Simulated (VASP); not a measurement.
A cell of DyBi (relaxed from the PtS structure, space group P4_2/mmc) near equilibrium:

```yaml
crystal:
  lattice:
    - [4.07915, 0.00000, 0.00000]
    - [0.00000, 4.07915, 0.00000]
    - [0.00000, 0.00000, 9.06297]
  atoms:
    - { symbol: Dy, position: [0.00000, 0.50000, 0.00000] }
    - { symbol: Dy, position: [0.50000, 0.00000, 0.50000] }
    - { symbol: Bi, position: [0.00000, 0.00000, 0.25000] }
    - { symbol: Bi, position: [0.00000, 0.00000, 0.75000] }
```

The numbers are results of PBEsol GGA, VASP's PBE PAW potentials (set 64) (plane waves; VASP 6.6.1), not measurements.

The 4f electrons are frozen in the core of the lanthanide potential, so 4f levels, which can set the real gap, and their magnetism are missing.

```csv
run,ΔE (meV/atom),σxx,σyy,σzz,"largest shear component, with its sign (GPa)",largest force (eV/Å)
as it is,0.0,0.35,0.35,-0.54,0.00,0.000
after one change,2.6,0.01,0.01,-1.67,0.00,0.000
```
Stress is in GPa, positive when the cell is compressed.

Problem. Which change was made?
A. atom 3 (Bi) moved by -0.025 Å along x
B. uniaxial strain of +3.0 % along y with the ions relaxed
C. uniaxial strain of +1.0 % along z
D. atom 1 (Dy) moved by 0.150 Å along x

Solution. C, uniaxial strain of +1.0 % along z

The structure was generated: DyBi was put into the PtS type (P4_2/mmc), which need not be its known phase.
